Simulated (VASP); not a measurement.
Here is the system:

```yaml
crystal:
  lattice:
    - [1.59053, -2.75488, 0.00000]
    - [1.59053, 2.75488, 0.00000]
    - [0.00000, 0.00000, 5.17733]
  atoms:
    - { symbol: Ga, position: [0.66667, 0.33333, 0.50002] }
    - { symbol: Ga, position: [0.33333, 0.66667, 0.00002] }
    - { symbol: N, position: [0.66667, 0.33333, 0.87698] }
    - { symbol: N, position: [0.33333, 0.66667, 0.37698] }
```

These are AM05 GGA, VASP's PBE PAW potentials (set 64) (plane waves; VASP 6.6.1) values and carry that method's errors. Numerical set-up: 520 eV cut-off, 9×9×5 Γ-centred mesh, tetrahedra with Blöchl corrections, potentials Ga_d N.

Problem. Estimate the energy per atom (σ→0), band gap (on the k-mesh) with the smallest direct gap where there is one.

Solution. 
```
Quantity                                     Result
-----------------------------------  --------------
band gap (on the k-mesh)                    2.01 eV
smallest direct gap (on the k-mesh)         2.01 eV
energy per atom (σ→0)                -6.347 eV/atom
```

The compound is GaN in the wurtzite structure. It was relaxed first.
